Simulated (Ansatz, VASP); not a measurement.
Be2B3 in VASP and in Ansatz

```
Be B
1.0
     3.42781    0.00000    0.00000
    -1.71391    2.96857    0.00000
     0.00000    0.00000    4.47918
Be B
2 3
Cartesian
  0.0000 0.0000 1.0558
  0.0000 0.0000 3.4234
  1.7139 0.0000 2.2396
  -0.8570 1.4843 2.2396
  0.8570 1.4843 2.2396
```

Alike in both runs: functional PBE; k mesh 6 × 6 × 6; occupations gaussian, width 0.1 eV; no spin polarisation.

Ansatz relaxed the structure, and its values are those at the end. VASP's run is a single point on that final structure, the one shown.

```csv
,VASP,Ansatz
version,VASP 6.6.1,Ansatz 0.2.0
potentials or method,"VASP PAW PBE potentials, release 64 (Be, B)","scalar-relativistic, plane waves, PAW"
plane-wave cutoff (eV),520,420
valence electrons in the cell,13,13
```

Ansatz gave:

```
gap on the k mesh at the Fermi level (eV) : none
pressure (GPa)                            : 0.0
rms of the force components (eV/Å)        : 0.001
```

Task: Which values does VASP return?

Result: gap on the k mesh at the Fermi level (eV): none; pressure (GPa): 0.0; rms of the force components (eV/Å): 0.006.

A gap of «none» marks a metal or a gap that the smearing closes. The functional is the same, so the differences come from potentials, cutoffs and numerics.
